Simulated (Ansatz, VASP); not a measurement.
# Na3AuO3 (Na3AuO3 (P4_2/mnm)) in two plane-wave programs

Aim: how closely do two programs agree when they are given the same cell, functional and k mesh? Of the first pair: The structure shown is the start of the Ansatz relaxation below; VASP solves that cell, so the two are compared at the walk's first step.

Method: plane waves, with VASP 6.6.1 beside it; PBEsol, in Ansatz 0.2.0.

### Step 1. Starting point

It takes space group P4_2/mnm (No. 136, tetragonal). The conventional cell has a = 9.338 Å, b = 9.338 Å, c = 4.509 Å, α = 90.00°, β = 90.00°, γ = 90.00°. Na has 5 O at 2.25 to 2.76 Å nearest. Na has 4 O at 2.25 to 2.32 Å nearest. Nearest to Au lie 4 O at 1.99 to 2.07 Å. Nearest to O lie 2 Au at 2.07 Å and 4 Na at 2.32 to 2.53 Å. O has 1 Au at 1.99 Å and 5 Na at 2.25 to 2.76 Å nearest. Farther neighbours and most contacts between anions are not listed.

### Step 2. Ansatz: relaxation, PBEsol

Ansatz runs on its default PAW (the set named soft_2) files.

The two programs are compared at the cell with which this relaxation starts, whose forces are those of its first step.

input.yaml reads:

```yaml
crystal:
  lattice:
    - [9.3376688, 0.0, 0.0]
    - [0.0, 9.3376688, 0.0]
    - [0.0, 0.0, 4.5087046]
  atoms:
    - { symbol: Na, position: [0.12639688, 0.61991024, 0.0] }
    - { symbol: Na, position: [0.88008976, 0.62639688, 0.5] }
    - { symbol: Na, position: [0.35657639, 0.64342361, 0.5] }
    - { symbol: Na, position: [0.85657639, 0.85657639, 0.0] }
    - { symbol: Na, position: [0.38008976, 0.87360312, 0.0] }
    - { symbol: Na, position: [0.62639688, 0.88008976, 0.5] }
    - { symbol: Na, position: [0.37360312, 0.11991024, 0.5] }
    - { symbol: Na, position: [0.61991024, 0.12639688, 0.0] }
    - { symbol: Na, position: [0.14342361, 0.14342361, 0.0] }
    - { symbol: Na, position: [0.64342361, 0.35657639, 0.5] }
    - { symbol: Na, position: [0.11991024, 0.37360312, 0.5] }
    - { symbol: Na, position: [0.87360312, 0.38008976, 0.0] }
    - { symbol: Au, position: [0.61770095, 0.61770095, 0.0] }
    - { symbol: Au, position: [0.11770095, 0.88229905, 0.5] }
    - { symbol: Au, position: [0.88229905, 0.11770095, 0.5] }
    - { symbol: Au, position: [0.38229905, 0.38229905, 0.0] }
    - { symbol: O, position: [0.3967554, 0.6032446, 0.0] }
    - { symbol: O, position: [0.83108883, 0.61676124, 0.0] }
    - { symbol: O, position: [0.11676124, 0.66891117, 0.5] }
    - { symbol: O, position: [0.61676124, 0.83108883, 0.0] }
    - { symbol: O, position: [0.33108883, 0.88323876, 0.5] }
    - { symbol: O, position: [0.8967554, 0.8967554, 0.5] }
    - { symbol: O, position: [0.1032446, 0.1032446, 0.5] }
    - { symbol: O, position: [0.66891117, 0.11676124, 0.5] }
    - { symbol: O, position: [0.38323876, 0.16891117, 0.0] }
    - { symbol: O, position: [0.88323876, 0.33108883, 0.5] }
    - { symbol: O, position: [0.16891117, 0.38323876, 0.0] }
    - { symbol: O, position: [0.6032446, 0.3967554, 0.0] }
basis:
  ecutwfc: 420
  xc_grid: 2
hamiltonian:
  xc: pbesol
kpoints:
  mp_grid: { grid: [3, 3, 6] }
scf:
  occupations: { method: fermi_dirac, width: 0.01 }
  max_iter: 150
output:
  forces: true
  stress: true
relax:
  f_tol: 0.01
  max_steps: 60
  cell: {}
checkpoint:
  write: "../pbesol.run"
  compress: false
  write_wavefunctions: false
  write_every: 100000
```

Started as:

```console
$ ansatz run input.yaml --threads 4 --pin off --max-ram 5652MiB --backend cpu --events-out ev --progress --plain --runs-dir out
```

Numbers of over 12 decimals in the logs are rounded to 6 here.

The program printed:

```text
Engine: ansatz 0.2.0, aarch64-unknown-linux-gnu
Pseudopotentials: kind: paw
Pseudopotential: Na, paw, valence charge 9, recommended cutoff 420 eV (normal), Na.paw.azcp
Pseudopotential: Au, paw, valence charge 19, recommended cutoff 420 eV (normal), Au.paw.azcp
Pseudopotential: O, paw, valence charge 6, recommended cutoff 420 eV (normal), O.paw.azcp
Functional definition: PBEsol
  exchange = pbesol_x
  correlation = pbesol_c
Crystal: 28 atoms, lattice volume = 393.123 Å³
Basis set: ecut = 420 eV, 7711 PW (Γ), exchange–correlation on 128×128×64 points (8 copies of the dense FFT grid, shifted against one another)
Bands: 156, of which v1, the nominal top of the filled ones, is band 128 counted from 1 (127 counted from 0)
Symmetry: 16 space group operations
Space group: P42/mnm (ITA 136), of the structure as read, at distance tolerance 7.3e-5 Å
k-points: 12 of 54
Non-local potential: Na, projectors of the file, l = 0: 3, l = 1: 2, l = 2: 1
Non-local potential: Au, projectors of the file, l = 0: 3, l = 1: 2, l = 2: 2, l = 3: 1
Non-local potential: O, projectors of the file, l = 0: 2, l = 1: 2, l = 2: 1
PAW form: soft (Blöchl's): semilocal exchange-correlation on the pseudo side does not see the compensation charge
PAW frozen core: Na, regenerated for the run's functional, and the local potential with it (the file was generated under x = pbe(κ = 0.804, μ = 0.219515), c = pbe(β = 0.066725))
PAW frozen core: Au, regenerated for the run's functional, and the local potential with it (the file was generated under x = pbe(κ = 0.804, μ = 0.219515), c = pbe(β = 0.066725))
PAW frozen core: O, regenerated for the run's functional, and the local potential with it (the file was generated under x = pbe(κ = 0.804, μ = 0.219515), c = pbe(β = 0.066725))
PAW one-centre angular grid: Na, 110 points (default); XC on 64 Gauss nodes
PAW one-centre angular grid: Au, 590 points (default); XC on 64 Gauss nodes
PAW one-centre angular grid: O, 110 points (default); XC on 64 Gauss nodes
Initial density: superposition of atomic densities (neutral atoms: chi_scale 0, normalization atom), corrected by the library's trained network
Initial wavefunctions: pseudopotential atomic-orbital guess
Functional: x = pbesol(κ = 0.804, μ = 0.123457), c = pbesol(β = 0.046)
SCF iter   1: F=—  HF=-76469.209685 eV  |F-HF|=—  |Δ(HF+E_count)|=         —  Δρ=1.26e-2  dr2=5.61e-1  ethr=1.77e-3  ⟨swp⟩=6.0  Hψ=6522  notcnv=0  defer=33
preconditioner: auto → Resta (q_TF=auto, 2.540 Å⁻¹)  ε∞=3.3  [insulator: Δε(μ)=1.925 eV  Ē_g=17.604 eV  σ=0.010 eV  W_gap=1.00  n_scr=102 (ndim 8)  ℏωp=26.5 eV  f_vac=0.138  D(μ)=0.00/eV (n_scr^D=0)  ε∞_Penn≈3.3]
SCF iter   2: F=—  HF=-76469.099833 eV  |F-HF|=—  |Δ(HF+E_count)|=   1.10e-1  Δρ=4.93e-3  dr2=8.54e-2  ethr=2.19e-4  ⟨swp⟩=2.0  Hψ=2968  notcnv=0  defer=248
SCF iter   3: F=—  HF=-76469.084588 eV  |F-HF|=—  |Δ(HF+E_count)|=   1.52e-2  Δρ=1.45e-3  dr2=9.43e-3  ethr=3.34e-5  ⟨swp⟩=2.0  Hψ=2432  notcnv=0  defer=248
SCF iter   4: F=—  HF=-76469.083832 eV  |F-HF|=—  |Δ(HF+E_count)|=   7.56e-4  Δρ=7.94e-4  dr2=2.57e-3  ethr=3.68e-6  ⟨swp⟩=2.0  Hψ=2052  notcnv=0  defer=248
SCF iter   5: F=—  HF=-76469.083588 eV  |F-HF|=—  |Δ(HF+E_count)|=   2.44e-4  Δρ=2.74e-4  dr2=4.19e-4  ethr=1.00e-6  ⟨swp⟩=2.0  Hψ=2468  notcnv=0  defer=248
SCF iter   6: F=—  HF=-76469.083576 eV  |F-HF|=—  |Δ(HF+E_count)|=   1.24e-5  Δρ=8.13e-5  dr2=3.76e-5  ethr=1.64e-7  ⟨swp⟩=2.0  Hψ=2008  notcnv=0  defer=248
SCF iter   7: F=—  HF=-76469.082639 eV  |F-HF|=—  |Δ(HF+E_count)|=   9.37e-4  Δρ=2.76e-5  dr2=3.45e-6  ethr=1.47e-8  ⟨swp⟩=2.0  Hψ=2968  notcnv=0  defer=248
SCF iter   8: F=—  HF=-76469.082641 eV  |F-HF|=—  |Δ(HF+E_count)|=   2.27e-6  Δρ=7.04e-6  dr2=1.67e-7  ethr=1.35e-9  ⟨swp⟩=2.0  Hψ=2824  notcnv=0  defer=248
SCF iter   9: F=-76469.082641 eV  HF=-76469.082641 eV  |F-HF|=9.02e-9  |Δ(HF+E_count)|=   1.77e-7  Δρ=1.77e-6  dr2=1.20e-8  ethr=3.91e-11  ⟨swp⟩=4.0  Hψ=5319  notcnv=0
SCF 1 converged in 9 iterations: F = -76469.082641 eV  dr2 = 1.20e-8
  greatest PAW one-centre occupation: 1.001 electrons in one spin orbital (limit 2), on the Au atom at site 14 (counted from 0), in its partial waves of l = 0
relax step   1: F+E_penalty+E_count = -76469.08264097 eV  Δ(F+E_penalty+E_count) = +0.000e0 eV  max|allowed force component| = 2.372e-1 eV/Å  Δτ_max = 0.0000 Å  P = -0.013 GPa  Ω = 393.123 Å³  (9 SCF iters, dr2 threshold 1.00e-7 eV, accepted)
[...]
relax step   7: F+E_penalty+E_count = -76469.12818224 eV  Δ(F+E_penalty+E_count) = +9.619e-4 eV  max|allowed force component| = 1.196e-3 eV/Å  Δτ_max = 0.0011 Å  P = +0.004 GPa  Ω = 399.040 Å³  energy of the carried Pulay correction = -1.099e-3 eV  (7 SCF iters, dr2 threshold 2.06e-8 eV, accepted)
[...]
relax step   8: F+E_penalty+E_count = -76469.12917743 eV  Δ(F+E_penalty+E_count) = -9.952e-4 eV  max|allowed force component| = 1.188e-3 eV/Å  Δτ_max = 0.0000 Å  P = +0.006 GPa  Ω = 399.040 Å³  stress off target by 6.81e-3 GPa  SCF on the basis re-selected at this cell (its energy is not comparable with the rows above)  (6 SCF iters)
basis re-selected at this cell: Δ(F+E_penalty+E_count) = -9.952e-4 eV, ΔP = +0.002 GPa vs the last step (what re-selecting the basis moved, of the pressure what is left beyond the Pulay correction that the steps carried, after the strain that the cell walked since its last selection, with what the two solves' SCF thresholds leave and, on support functions, any second-order correction that the steps lacked; it is no m [...]
SCF converged after 6 iterations
Free energy (F): -76469.129177 eV
Harris-Foulkes:  -76469.129177 eV  (|F-HF|=8.73e-11)
Internal energy: -76469.129177 eV  (E = F + TS)
E sigma→0 (E₀):  -76469.129177 eV
Fermi energy:    7.060729 eV
--- Per-component energies (eV) ---
  E_band       = -4109.268392
  E_kinetic    = 5951.640247
  E_local      = -29868.603899  (includes V_loc(G=0)·N_el)
  E_nonlocal   = 2276.968424
  E_hartree    = 11339.402217
  E_xc         = -2244.491744
  E_vxc        = -2820.219940  (∫ρ·V_xc dr)
  E_paw        = -43117.397452  (= ΣΔE_a)
  E_vpaw       = -2327.893929  (= ΣTr[D̂ρ^β])
  E_aug_tail   = 0.035639  (compensation charges beyond the density's cutoff)
  E_ewald      = -20809.000306
  E_core_change = 2.317696  (= ΣΔE_core)
  E_smearing   = -0.000000  (= −TS)
  E_closure    = -0.000000  (closes the sum)
  Σ components = -76469.129177   (vs F -76469.129177, Δ=0.00e0)
--- Forces (eV/Å), atoms counted from 1 ---
  atom   1  Na    -0.00015688    -0.00047909    -0.00000000
  atom   2  Na     0.00047909    -0.00015688    -0.00000000
  atom   3  Na     0.00118761    -0.00118761     0.00000000
  atom   4  Na     0.00118761     0.00118761    -0.00000000
  atom   5  Na     0.00047909     0.00015688     0.00000000
  atom   6  Na    -0.00015688     0.00047909    -0.00000000
  atom   7  Na     0.00015688    -0.00047909     0.00000000
  atom   8  Na    -0.00047909    -0.00015688    -0.00000000
  atom   9  Na    -0.00118761    -0.00118761     0.00000000
  atom  10  Na    -0.00118761     0.00118761    -0.00000000
  atom  11  Na    -0.00047909     0.00015688     0.00000000
  atom  12  Na     0.00015688     0.00047909     0.00000000
  atom  13  Au    -0.00108490    -0.00108490     0.00000000
  atom  14  Au    -0.00108490     0.00108490    -0.00000000
  atom  15  Au     0.00108490    -0.00108490     0.00000000
  atom  16  Au     0.00108490     0.00108490    -0.00000000
  atom  17  O     -0.00056897     0.00056897    -0.00000000
  atom  18  O     -0.00094023     0.00028036     0.00000000
  atom  19  O      0.00028036     0.00094023    -0.00000000
  atom  20  O      0.00028036    -0.00094023     0.00000000
  atom  21  O     -0.00094023    -0.00028036     0.00000000
  atom  22  O     -0.00056897    -0.00056897    -0.00000000
  atom  23  O      0.00056897     0.00056897     0.00000000
  atom  24  O      0.00094023     0.00028036    -0.00000000
  atom  25  O     -0.00028036     0.00094023     0.00000000
  atom  26  O     -0.00028036    -0.00094023     0.00000000
  atom  27  O      0.00094023    -0.00028036    -0.00000000
  atom  28  O      0.00056897    -0.00056897     0.00000000
  max |Σ_I F_I| component: 2.82e-18 eV/Å
--- Stress (GPa, compression-positive) ---
        0.005865      -0.000000      -0.000000
       -0.000000       0.005865       0.000000
       -0.000000       0.000000       0.006813
  P = ⅓ Tr σ = 0.0062 GPa (0.062 kbar)
--- Relaxed structure (6 steps of the walk, 6 accepted, 2 SCFs on fresh bases) ---
  F+E_penalty+E_count = -76469.12917743 eV   max|allowed force component| = 1.188e-3 eV/Å   (the final SCF, on the basis selected at the relaxed cell)
  cell:  # Å, volume = 399.0405 Å³
    - [9.397740, 0, 0]
    - [0, 9.397740, 0]
    - [0, 0, 4.518249]
  atoms:
    - { symbol: Na, position: [0.125509, 0.621648, 0] }
    - { symbol: Na, position: [0.878352, 0.625509, 0.500000] }
    - { symbol: Na, position: [0.354447, 0.645553, 0.500000] }
    - { symbol: Na, position: [0.854447, 0.854447, 0] }
    - { symbol: Na, position: [0.378352, 0.874491, 0] }
    - { symbol: Na, position: [0.625509, 0.878352, 0.500000] }
    - { symbol: Na, position: [0.374491, 0.121648, 0.500000] }
    - { symbol: Na, position: [0.621648, 0.125509, 0] }
    - { symbol: Na, position: [0.145553, 0.145553, 0] }
    - { symbol: Na, position: [0.645553, 0.354447, 0.500000] }
    - { symbol: Na, position: [0.121648, 0.374491, 0.500000] }
    - { symbol: Na, position: [0.874491, 0.378352, 0] }
    - { symbol: Au, position: [0.616042, 0.616042, 0] }
    - { symbol: Au, position: [0.116042, 0.883958, 0.500000] }
    - { symbol: Au, position: [0.883958, 0.116042, 0.500000] }
    - { symbol: Au, position: [0.383958, 0.383958, 0] }
    - { symbol: O, position: [0.398108, 0.601892, 0] }
    - { symbol: O, position: [0.827087, 0.614497, 0] }
    - { symbol: O, position: [0.114497, 0.672913, 0.500000] }
    - { symbol: O, position: [0.614497, 0.827087, 0] }
    - { symbol: O, position: [0.327087, 0.885503, 0.500000] }
    - { symbol: O, position: [0.898108, 0.898108, 0.500000] }
    - { symbol: O, position: [0.101892, 0.101892, 0.500000] }
    - { symbol: O, position: [0.672913, 0.114497, 0.500000] }
    - { symbol: O, position: [0.385503, 0.172913, 0] }
    - { symbol: O, position: [0.885503, 0.327087, 0.500000] }
    - { symbol: O, position: [0.172913, 0.385503, 0] }
    - { symbol: O, position: [0.601892, 0.398108, 0] }
```

[end of part 1 of 3]

[Lines on the potential files, build, host, timing and source positions are cut from VASP's logs without a mark.]

[Logs are printed without paths, hosts, clocks, repeated set-up lines and the standing remarks that a program may print on its own settings, such as how far it seeks lower states.]

[Hosts, paths, dates, database ids (printed as entryN), source tags and the programs' standing remarks are cut or masked in the printed files.]
